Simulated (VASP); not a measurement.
# Ni(111): what the settings do to the level below the vacuum

Wanted: the error that each setting leaves in the work function or ionisation potential of Ni(111).

Program: VASP 6.6.1. Level of theory: PBE, spin-polarised from a ferromagnetic start; plane waves and PAW (Ni), in the first sound run; inputs show where later runs differ. Results are calculated unless marked as measured.

Most raw output is cut from this account.

## (1) The starting structure

The cell holds 7 atoms: 7 Ni. Its edges and angles: a = 2.489 Å, b = 2.489 Å, c = 30.194 Å, α = 90.0°, β = 90.0°, γ = 60.0°. Vacuum lies along c.

## (2) The base run

The base run sets the number that all others are held against.

Contents of INCAR:

```
SYSTEM = Ni
PREC = Normal
ENCUT = 350
EDIFF = 1E-06
NELM = 120
ISMEAR = 1
SIGMA = 0.1
LREAL = .FALSE.
ALGO = Normal
GGA = PE
NBANDS = 46
ISPIN = 2
MAGMOM = 1 1 1 1 1 1 1
LMAXMIX = 4
LORBIT = 11
LWAVE = .FALSE.
LCHARG = .FALSE.
KPAR = 4
IDIPOL = 3
LDIPOL = .TRUE.
DIPOL = 0.5 0.5 0.5
LVHAR = .TRUE.
LVACPOTAV = .TRUE.
NEDOS = 1500
```

Contents of POSCAR:

```
Ni
1.0
    2.4890158698      0.0000000000      0.0000000000
    1.2445079349      2.1555509736      0.0000000000
    0.0000000000      0.0000000000     30.1936376853
Ni
7
Direct
    0.0000000000      0.0000000000      0.2980760415
    0.3333333333      0.3333333333      0.3653840277
    0.6666666667      0.6666666667      0.4326920138
    0.0000000000      0.0000000000      0.5000000000
    0.3333333333      0.3333333333      0.5673079862
    0.6666666667      0.6666666667      0.6346159723
    0.0000000000      0.0000000000      0.7019239585
```

Contents of KPOINTS:

```
Automatic mesh
0
Gamma
12 12 1
0 0 0
```

Potentials, in the order of the species: Ni (PBE family, release 64).

On the command line:

```console
> mpirun -np 4 vasp_std
```

Elapsed: 1.9 min, on 4 MPI ranks of Intel Xeon Platinum 8488C (Sapphire Rapids), shared host; peak memory 0.98 GiB.

The magnetic state follows from one typed start and may not be the lowest. LASPH is off, so gradient terms of the non-spherical density inside the spheres are left out; for open d or f shells this can shift gaps and moments.

Numbers from this step:

* electronic cycles: 51
* electrons: 70
* free energy (TOTEN): -37.01 eV
* energy at zero smearing: -37.01 eV
* Fermi energy: 1.785 eV
* moment of the cell, from the last line of the log: 4.735 μB
* labelled metallic, from the levels on this mesh: yes
* dipole moment: 0, 0, 0 e·Å
* vacuum levels: 6.822, 6.822 eV
* work functions of the upper and lower face: 5.037, 5.037 eV
* highest filled level below the vacuum: 5.037 eV

Spin moment in the PAW sphere by atom:

| atom | spin moment in the PAW sphere (μB) |
| --- | --- |
| Ni1 | 0.679 |
| Ni2 | 0.721 |
| Ni3 | 0.684 |
| Ni4 | 0.671 |
| Ni5 | 0.684 |
| Ni6 | 0.721 |
| Ni7 | 0.679 |

The planar average of the electrostatic potential oscillates, so the rows of the table below give means over windows of 2.05 Å about each position, cut where the curve ends. Its maxima inside the range that stand out by 2 % of the span (Å: eV): 10.0: -0.113, 12.1: -0.225, 14.1: -0.256, 16.1: -0.256, 18.1: -0.225, 20.2: -0.113. Its minima: 8.9: -20.5, 11.0: -20.8, 13.0: -20.8, 15.1: -20.8, 17.1: -20.8, 19.2: -20.8, 21.2: -20.5.

Zero at the Fermi level. Table of planar average of the electrostatic potential by height; means over each step:

height (Å), planar average of the electrostatic potential (eV) and a bar from the least value:
```
     1.02        5.1 ##############################
     3.07        5.1 ##############################
     5.12        5.0 ##############################
     7.17        4.0 ############################
     9.22       -9.1 
    11.28       -9.3 
    13.32       -9.3 
    15.37       -9.3 
    17.42       -9.3 
    19.47       -9.3 
    21.52       -8.3 ##
    23.57        4.8 #############################
    25.62        5.1 ##############################
    27.67        5.1 ##############################
    29.72        5.1 ##############################
```

Density of states in the PAW spheres, an atom over height of the layer and energy from the Fermi level.

Ten even steps from '_' (0.02 states/eV) to '@' (3.48 states/eV), each cell a mean:
```
::..::::::..::
++++======++++
++==========++
@@%%@@%%@@%%@@
%%##**##**##%%
@@**######**@@
##**********##
****######****
==++++++++++==
--==========--
::==--==--==::
::==------==::
..::::::::::..
__..........__
______..______
______________
______________
______________
______________
______________
______________
______________
```
Columns: height of the layer (Å) from 9 to 21.2; rows upwards: energy from the Fermi level (eV) from -7.9 to 0.5.

Force by atom:

| atom | x (eV/Å) | y (eV/Å) | z (eV/Å) | size |
| --- | --- | --- | --- | --- |
| Ni1 | 0.000 | 0.000 | 0.174 | 0.174 |
| Ni2 | 0.000 | 0.000 | -0.127 | 0.127 |
| Ni3 | 0.000 | 0.000 | -0.051 | 0.051 |
| Ni4 | 0.000 | 0.000 | 0.000 | 0.000 |
| Ni5 | 0.000 | 0.000 | 0.051 | 0.051 |
| Ni6 | 0.000 | 0.000 | 0.127 | 0.127 |
| Ni7 | 0.000 | 0.000 | -0.174 | 0.174 |

The highest filled level lies 5.04 eV below the vacuum at the upper face.

Only the dipole across the slab is computed (IDIPOL = 3); zeros along the plane are no results.

The map of layer states is cut here 0.5 eV above the Fermi level, so it leaves out the states above that.

## (3) Another mesh, mesh points along a 3, k-mesh 3×3×1

The mesh decides how well the Fermi level or the band edge is found.

INCAR, as its differences from that of step 2:

```diff
@@ -17,3 +17,3 @@
 LCHARG = .FALSE.
-KPAR = 4
+NCORE = 4
 IDIPOL = 3
@@ -23,2 +23 @@
 LVACPOTAV = .TRUE.
-NEDOS = 1500
```

POSCAR is that of step 2.

Contents of KPOINTS:

```
Automatic mesh
0
Gamma
3 3 1
0 0 0
```

On the command line:

```console
> mpirun -np 4 vasp_std
```

Wall time 30 s (4 MPI ranks); peak memory 0.47 GiB; 1.9 min of CPU time.

This step gave:

```yaml
electronic_cycles: 55
free_energy_toten: -36.32 eV
energy_at_zero_smearing: -36.32 eV
fermi_energy: 1.686 eV
moment_of_the_cell_from_the_last_line_of_the_log: 6.886 μB
vacuum_levels: 6.735, 6.735 eV
work_functions_of_the_upper_and_lower_face: 5.049, 5.049 eV
highest_filled_level_below_the_vacuum: 5.049 eV
```

Spin moment in the PAW sphere by atom:

| atom | spin moment in the PAW sphere (μB) |
| --- | --- |
| Ni1 | 1.08 |
| Ni2 | 0.96 |
| Ni3 | 0.92 |
| Ni4 | 0.95 |
| Ni5 | 0.92 |
| Ni6 | 0.96 |
| Ni7 | 1.08 |

Force by atom:

| atom | x (eV/Å) | y (eV/Å) | z (eV/Å) | size |
| --- | --- | --- | --- | --- |
| Ni1 | 0.000 | 0.000 | 0.455 | 0.455 |
| Ni2 | 0.000 | 0.000 | -0.352 | 0.352 |
| Ni3 | 0.000 | 0.000 | 0.031 | 0.031 |
| Ni4 | 0.000 | 0.000 | 0.000 | 0.000 |
| Ni5 | 0.000 | 0.000 | -0.031 | 0.031 |
| Ni6 | 0.000 | 0.000 | 0.352 | 0.352 |
| Ni7 | 0.000 | 0.000 | -0.455 | 0.455 |

Against the base run its depth below the vacuum changes by +0.01 eV and the energy by +98.6 meV an atom.

## (4) Another mesh, mesh points along a 6, k-mesh 6×6×1

INCAR, as its differences from that of step 3:

```diff
@@ -17,3 +17,3 @@
 LCHARG = .FALSE.
-NCORE = 4
+KPAR = 4
 IDIPOL = 3
```

POSCAR is that of step 3.

Contents of KPOINTS:

```
Automatic mesh
0
Gamma
6 6 1
0 0 0
```

On the command line:

```console
> mpirun -np 4 vasp_std
```

Wall time 51 s (4 MPI ranks); peak memory 0.77 GiB; 3.3 min of CPU time.

Spin moment in the PAW sphere by atom:

| atom | spin moment in the PAW sphere (μB) |
| --- | --- |
| Ni1 | 0.738 |
| Ni2 | 0.703 |
| Ni3 | 0.658 |
| Ni4 | 0.628 |
| Ni5 | 0.658 |
| Ni6 | 0.703 |
| Ni7 | 0.738 |

Against the base run its depth below the vacuum changes by +0.05 eV and the energy by -15.3 meV an atom.

## (5) Another mesh, mesh points along a 18, k-mesh 18×18×1

INCAR is that of step 4.

POSCAR is that of step 4.

Contents of KPOINTS:

```
Automatic mesh
0
Gamma
18 18 1
0 0 0
```

On the command line:

```console
> mpirun -np 4 vasp_std
```

It took 3.5 min on 4 MPI ranks; peak memory 1.3 GiB.

Spin moment in the PAW sphere by atom:

| atom | spin moment in the PAW sphere (μB) |
| --- | --- |
| Ni1 | 0.682 |
| Ni2 | 0.680 |
| Ni3 | 0.641 |
| Ni4 | 0.629 |
| Ni5 | 0.641 |
| Ni6 | 0.680 |
| Ni7 | 0.682 |

Against the base run its depth below the vacuum changes by +0.01 eV and the energy by -2.6 meV an atom.

## (6) Comparing the runs

Times are for 4 MPI ranks of Intel Xeon Platinum 8488C (Sapphire Rapids), shared host. The series side by side:

| no. | mesh points along a | highest filled level below the vacuum (eV) | energy at zero smearing (eV) | time | memory (GiB) |
| --- | --- | --- | --- | --- | --- |
| 1 | 3 | 5.049 | -36.32 | 30 s | 0.47 |
| 2 | 6 | 5.089 | -37.12 | 51 s | 0.77 |
| 3 | 18 | 5.045 | -37.03 | 3.5 min | 1.3 |

## (7) Another vacuum, vacuum width 5

Too little vacuum lets the faces of neighbouring images overlap, and too much only costs plane waves.

INCAR is that of step 5.

Contents of POSCAR:

```
Ni
1.0
    2.4890158698      0.0000000000      0.0000000000
    1.2445079349      2.1555509736      0.0000000000
    0.0000000000      0.0000000000     17.1936376853
Ni
7
Direct
    0.0000000000      0.0000000000      0.1454026219
    0.3333333333      0.3333333333      0.2636017480
    0.6666666667      0.6666666667      0.3818008740
    0.0000000000      0.0000000000      0.5000000000
    0.3333333333      0.3333333333      0.6181991260
    0.6666666667      0.6666666667      0.7363982520
    0.0000000000      0.0000000000      0.8545973781
```

Contents of KPOINTS:

```
Automatic mesh
0
Gamma
12 12 1
0 0 0
```

On the command line:

```console
> mpirun -np 4 vasp_std
```

Wall time 42 s (4 MPI ranks); peak memory 0.73 GiB; 2.8 min of CPU time.

Numbers from this step:

* electronic cycles: 28
* Fermi energy: 6.941 eV
* moment of the cell, from the last line of the log: 4.816 μB

Spin moment in the PAW sphere by atom:

| atom | spin moment in the PAW sphere (μB) |
| --- | --- |
| Ni1 | 0.691 |
| Ni2 | 0.729 |
| Ni3 | 0.697 |
| Ni4 | 0.684 |
| Ni5 | 0.697 |
| Ni6 | 0.729 |
| Ni7 | 0.691 |

Force by atom:

| atom | x (eV/Å) | y (eV/Å) | z (eV/Å) | size |
| --- | --- | --- | --- | --- |
| Ni1 | 0.000 | 0.000 | 0.140 | 0.140 |
| Ni2 | 0.000 | 0.000 | -0.136 | 0.136 |
| Ni3 | 0.000 | 0.000 | -0.050 | 0.050 |
| Ni4 | 0.000 | 0.000 | 0.000 | 0.000 |
| Ni5 | 0.000 | 0.000 | 0.050 | 0.050 |
| Ni6 | 0.000 | 0.000 | 0.136 | 0.136 |
| Ni7 | 0.000 | 0.000 | -0.140 | 0.140 |

The program found no flat vacuum in this gap and printed no vacuum level, so no level below the vacuum can be given.

## (8) Another vacuum, vacuum width 8

INCAR is that of step 7.

Contents of POSCAR:

```
Ni
1.0
    2.4890158698      0.0000000000      0.0000000000
    1.2445079349      2.1555509736      0.0000000000
    0.0000000000      0.0000000000     20.1936376853
Ni
7
Direct
    0.0000000000      0.0000000000      0.1980821912
    0.3333333333      0.3333333333      0.2987214608
    0.6666666667      0.6666666667      0.3993607304
    0.0000000000      0.0000000000      0.5000000000
    0.3333333333      0.3333333333      0.6006392696
    0.6666666667      0.6666666667      0.7012785392
    0.0000000000      0.0000000000      0.8019178088
```

KPOINTS is that of step 7.

On the command line:

```console
> mpirun -np 4 vasp_std
```

It took 58 s on 4 MPI ranks; peak memory 0.79 GiB; 3.8 min of CPU time.

The program found no flat vacuum in this gap and printed no vacuum level, so no level below the vacuum can be given.

## (9) Another vacuum, vacuum width 24

INCAR is that of step 8.

Contents of POSCAR:

```
Ni
1.0
    2.4890158698      0.0000000000      0.0000000000
    1.2445079349      2.1555509736      0.0000000000
    0.0000000000      0.0000000000     36.1936376853
Ni
7
Direct
    0.0000000000      0.0000000000      0.3315499841
    0.3333333333      0.3333333333      0.3876999894
    0.6666666667      0.6666666667      0.4438499947
    0.0000000000      0.0000000000      0.5000000000
    0.3333333333      0.3333333333      0.5561500053
    0.6666666667      0.6666666667      0.6123000106
    0.0000000000      0.0000000000      0.6684500159
```

KPOINTS is that of step 8.

On the command line:

```console
> mpirun -np 4 vasp_std
```

Elapsed: 2.7 min, on 4 MPI ranks; peak memory 1.1 GiB; 11 min of CPU time.

Against the base run its depth below the vacuum changes by +0.01 eV and the energy by -0.0 meV an atom.

## (10) Comparing the runs

Times are for 4 MPI ranks of Intel Xeon Platinum 8488C (Sapphire Rapids), shared host. Results by setting:

| no. | vacuum width | electronic cycles | moment of the cell, from the last line of the log (μB) | time | memory (GiB) |
| --- | --- | --- | --- | --- | --- |
| 1 | 5 | 28 | 4.816 | 42 s | 0.73 |
| 2 | 8 | 34 | 4.738 | 58 s | 0.79 |
| 3 | 24 | 54 | 4.735 | 2.7 min | 1.1 |

## (11) A lower cutoff, ENCUT 210

A lower cutoff is cheaper, and the test is whether a potential difference survives it better than the total energy.

INCAR, as its differences from that of step 9:

```diff
@@ -2,3 +2,3 @@
 PREC = Normal
-ENCUT = 350
+ENCUT = 210
 EDIFF = 1E-06
```

Contents of POSCAR:

```
Ni
1.0
    2.4890158698      0.0000000000      0.0000000000
    1.2445079349      2.1555509736      0.0000000000
    0.0000000000      0.0000000000     30.1936376853
Ni
7
Direct
    0.0000000000      0.0000000000      0.2980760415
    0.3333333333      0.3333333333      0.3653840277
    0.6666666667      0.6666666667      0.4326920138
    0.0000000000      0.0000000000      0.5000000000
    0.3333333333      0.3333333333      0.5673079862
    0.6666666667      0.6666666667      0.6346159723
    0.0000000000      0.0000000000      0.7019239585
```

KPOINTS is that of step 9.

On the command line:

```console
> mpirun -np 4 vasp_std
```

The job ended after 83 s (4 MPI ranks; peak memory 0.7 GiB).

Numbers from this step:

- electronic cycles: 62
- free energy (TOTEN): -35.11 eV
- energy at zero smearing: -35.10 eV
- Fermi energy: 1.624 eV
- moment of the cell, from the last line of the log: 4.304 μB
- highest filled level below the vacuum: 5.120 eV

Spin moment in the PAW sphere by atom:

| atom | spin moment in the PAW sphere (μB) |
| --- | --- |
| Ni1 | 0.625 |
| Ni2 | 0.658 |
| Ni3 | 0.620 |
| Ni4 | 0.618 |
| Ni5 | 0.620 |
| Ni6 | 0.658 |
| Ni7 | 0.625 |

Against the base run its depth below the vacuum changes by +0.08 eV and the energy by +272.1 meV an atom. The program printed no vacuum level, so the number is read from the planar average a third of the way across the gap.

## (12) A lower cutoff, ENCUT 280

INCAR, as its differences from that of step 11:

```diff
@@ -2,3 +2,3 @@
 PREC = Normal
-ENCUT = 210
+ENCUT = 280
 EDIFF = 1E-06
```

POSCAR is that of step 11.

KPOINTS is that of step 11.

On the command line:

```console
> mpirun -np 4 vasp_std
```

It took 82 s on 4 MPI ranks; peak memory 0.82 GiB; 5.4 min of CPU time.

Numbers from this step:

```
electronic cycles                                 : 48
free energy (TOTEN)                               : -36.99 eV
energy at zero smearing                           : -36.99 eV
Fermi energy                                      : 1.782 eV
moment of the cell, from the last line of the log : 4.721 μB
vacuum levels                                     : 6.809, 6.809 eV
work functions of the upper and lower face        : 5.027, 5.027 eV
highest filled level below the vacuum             : 5.027 eV
```

Against the base run its depth below the vacuum changes by -0.01 eV and the energy by +2.8 meV an atom.

## (13) Another smearing width, SIGMA 0.02

The width trades sharpness at the Fermi level against the mesh needed.

INCAR, as its differences from that of step 12:

```diff
@@ -2,3 +2,3 @@
 PREC = Normal
-ENCUT = 280
+ENCUT = 350
 EDIFF = 1E-06
@@ -6,3 +6,3 @@
 ISMEAR = 1
-SIGMA = 0.1
+SIGMA = 0.02
 LREAL = .FALSE.
```

POSCAR is that of step 12.

KPOINTS is that of step 12.

On the command line:

```console
> mpirun -np 4 vasp_std
```

It took 2.1 min on 4 MPI ranks; peak memory 0.97 GiB; 8.5 min of CPU time.

Numbers from this step:

* electronic cycles: 51
* free energy (TOTEN): -37.01 eV
* Fermi energy: 1.786 eV
* moment of the cell, from the last line of the log: 4.867 μB
* vacuum levels: 6.832, 6.832 eV
* work functions of the upper and lower face: 5.046, 5.046 eV
* highest filled level below the vacuum: 5.046 eV

Against the base run its depth below the vacuum changes by +0.01 eV and the energy by +0.2 meV an atom.

## (14) Another smearing width, SIGMA 0.4

INCAR, as its differences from that of step 13:

```diff
@@ -6,3 +6,3 @@
 ISMEAR = 1
-SIGMA = 0.02
+SIGMA = 0.4
 LREAL = .FALSE.
```

POSCAR is that of step 13.

KPOINTS is that of step 13.

On the command line:

```console
> mpirun -np 4 vasp_std
```

The job ended after 1.9 min (4 MPI ranks; peak memory 0.98 GiB; 7.7 min of CPU time).

Numbers from this step:

```yaml
electronic_cycles: 46
free_energy_toten: -37.04 eV
energy_at_zero_smearing: -37.03 eV
fermi_energy: 1.770 eV
moment_of_the_cell_from_the_last_line_of_the_log: 4.782 μB
vacuum_levels: 6.816, 6.816 eV
```

Spin moment in the PAW sphere by atom:

| atom | spin moment in the PAW sphere (μB) |
| --- | --- |
| Ni1 | 0.716 |
| Ni2 | 0.717 |
| Ni3 | 0.675 |
| Ni4 | 0.672 |
| Ni5 | 0.675 |
| Ni6 | 0.717 |
| Ni7 | 0.716 |

Against the base run its depth below the vacuum changes by +0.01 eV and the energy by -2.5 meV an atom.

## (15) Cost and result by level

Times are for 4 MPI ranks of Intel Xeon Platinum 8488C (Sapphire Rapids), shared host. The runs compared:

| no. | run | electronic cycles | cutoff used less the lowest (eV) | free energy (TOTEN) (eV) | moment of the cell, from the last line of the log (μB) | highest filled level below the vacuum (eV) | time | memory (GiB) |
| --- | --- | --- | --- | --- | --- | --- | --- | --- |
| 1 | base run | 51 | 140 | -37.01 | 4.735 | 5.037 | 1.9 min | 0.98 |
| 2 | series over the cutoff | 62 | 0 | -35.11 | 4.304 | 5.120 | 83 s | 0.7 |
| 3 | series over the cutoff | 48 | 70 | -36.99 | 4.721 | 5.027 | 82 s | 0.82 |
| 4 | series over the smearing | 51 | 140 | -37.01 | 4.867 | 5.046 | 2.1 min | 0.97 |
| 5 | series over the smearing | 46 | 140 | -37.04 | 4.782 | 5.046 | 1.9 min | 0.98 |

## (16) Another level, functional LDA, disp none

This step: LDA, spin-polarised from a ferromagnetic start; plane waves and PAW (Ni) (VASP 6.6.1).

Beside the numerical settings stands the choice of exchange and correlation.

INCAR, as its differences from that of step 14:

```diff
@@ -6,6 +6,6 @@
 ISMEAR = 1
-SIGMA = 0.4
+SIGMA = 0.1
 LREAL = .FALSE.
 ALGO = Normal
-GGA = PE
+GGA = CA
 NBANDS = 46
```

POSCAR is that of step 14.

KPOINTS is that of step 14.

On the command line:

```console
> mpirun -np 4 vasp_std
```

The job ended after 2 min (4 MPI ranks; peak memory 0.9 GiB).

The PAW data sets were made with PBE, though LDA sets exist; this is a small mismatch.

Numbers from this step:

- free energy (TOTEN): -44.14 eV
- energy at zero smearing: -44.14 eV
- Fermi energy: 1.347 eV
- moment of the cell, from the last line of the log: 4.298 μB
- vacuum levels: 6.803, 6.803 eV
- work functions of the upper and lower face: 5.456, 5.456 eV
- highest filled level below the vacuum: 5.456 eV

Spin moment in the PAW sphere by atom:

| atom | spin moment in the PAW sphere (μB) |
| --- | --- |
| Ni1 | 0.606 |
| Ni2 | 0.652 |
| Ni3 | 0.612 |
| Ni4 | 0.610 |
| Ni5 | 0.612 |
| Ni6 | 0.652 |
| Ni7 | 0.606 |

Force by atom:

| atom | x (eV/Å) | y (eV/Å) | z (eV/Å) | size |
| --- | --- | --- | --- | --- |
| Ni1 | 0.000 | 0.000 | 0.713 | 0.713 |
| Ni2 | 0.000 | 0.000 | -0.116 | 0.116 |
| Ni3 | 0.000 | 0.000 | -0.042 | 0.042 |
| Ni4 | 0.000 | 0.000 | 0.000 | 0.000 |
| Ni5 | 0.000 | 0.000 | 0.042 | 0.042 |
| Ni6 | 0.000 | 0.000 | 0.116 | 0.116 |
| Ni7 | 0.000 | 0.000 | -0.713 | 0.713 |

Against the base run its depth below the vacuum changes by +0.42 eV.

(Part 1 of 2 ends here.)

[Lines on the potential files, build, host, timing and source positions are cut from VASP's logs without a mark.]

[Logs are printed without paths, hosts, clocks, repeated set-up lines and the standing remarks that a program may print on its own settings, such as how far it seeks lower states.]

[Hosts, paths, dates, database ids (printed as entryN), source tags and the programs' standing remarks are cut or masked in the printed files.]

[In band tables of VASP the shares of atoms and orbitals are scaled to a sum of 1 inside the atoms' spheres.]

[Runs that stopped without an error message from VASP are left out.]
